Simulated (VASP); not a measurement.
Consider the following.

```
CELL_PARAMETERS angstrom
      3.21300     0.00000     0.00000
      0.00000     3.21300     0.00000
      0.00000     0.00000     3.21300
ATOMIC_POSITIONS crystal
  Zn 0.50000 0.50000 0.50000
  Au 0.00000 0.00000 0.00000
```

All values below come from PBE GGA, VASP's PBE PAW potentials (set 64) (plane waves; VASP). Numerical set-up: 400 eV cut-off, 13×13×13 Γ-centred mesh, first-order Methfessel-Paxton smearing of 0.10 eV, potentials Zn Au.

Question: Give the stress tensor in GPa (positive for a compressed cell).

Answer: 
```
-2.95   0.00   0.00
 0.00  -2.95   0.00
 0.00   0.00  -2.95
```
The pressure is its mean diagonal, -2.95 GPa.

The compound is AuZn in the CsCl type structure. The cell was not relaxed at this level. The run is one of a series of settings (KPOINTS 13×13×13 Γ-centred mesh against the base run), some of them coarse on purpose. The electron count is odd and the run is not spin-polarised, which forces a metal.
